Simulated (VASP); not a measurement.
An input for Quantum ESPRESSO's pw.x (written as the equivalent of a VASP run, and not itself run):

```
&CONTROL
  calculation = 'scf'
  pseudo_dir = './pseudo'
  outdir = './out'
  tprnfor = .true.
  tstress = .true.
/
&SYSTEM
  ibrav = 0
  nat = 2
  ntyp = 2
  ecutwfc = 56.6
  occupations = 'smearing'
  smearing = 'gaussian'
  degauss = 0.003675
  input_dft = 'pbe'
  vdw_corr = 'grimme-d3'
  dftd3_version = 3
  dftd3_threebody = .false.
/
&ELECTRONS
  conv_thr = 7.3e-09
  electron_maxstep = 100
/
ATOMIC_SPECIES
  Ba 137.327 Ba.upf
  S 32.060 S.upf
CELL_PARAMETERS angstrom
     0.0000000    3.2042080    3.2042080
     3.2042080    0.0000000    3.2042080
     3.2042080    3.2042080    0.0000000
ATOMIC_POSITIONS crystal
  Ba   0.0000000  0.0000000  0.0000000
  S    0.5000000  0.5000000  0.5000000
K_POINTS automatic
  7 7 7 0 0 0
```

Task: Translate this input to VASP (INCAR, KPOINTS, POSCAR, choice of POTCAR).

Result: One answer among several that fit: 
KPOINTS:
```
Automatic mesh
0
gamma
7 7 7
0 0 0
```

### INCAR
```
! general
SYSTEM =BaS
PREC   =Accurate
ENCUT  =520   ! plane-wave cut-off (eV)
LREAL  =.FALSE.   ! projection in real space or not
LASPH  =.TRUE.   ! aspherical one-centre terms

! electronic loop
EDIFF  =1E-7
NELM   =100   ! most electronic steps
ALGO   =Normal   ! blocked Davidson
LMAXMIX=4

! smearing
ISMEAR =0
SIGMA  =0.05   ! width (eV)

! functional
GGA    =PE
IVDW   =11   ! D3, zero damping

! ions
ISIF   =2

! output
LWAVE  =.FALSE.
LCHARG =.FALSE.
```

**POSCAR**
```
BaS
4.5314340
  0.0000000000   0.7071068442   0.7071068442
  0.7071068442   0.0000000000   0.7071068442
  0.7071068442   0.7071068442   0.0000000000
Ba S
1 1
Cart
  0.0000000000   0.0000000000   0.0000000000
  0.7071068442   0.7071068442   0.7071068442
```

POTCAR, in this order: Ba_sv S (PBE.64 set). Program: vasp_std.

The two are equivalent in intent, not identical: the potentials are each code's own (VASP's PAW set, PseudoDojo norm-conserving files in pw.x), so ENCUT and ecutwfc are chosen apart and not converted; conv_thr bounds pw.x's estimated SCF error, while EDIFF bounds the energy change between steps.

The compound is BaS in the rock salt structure. It was relaxed first.
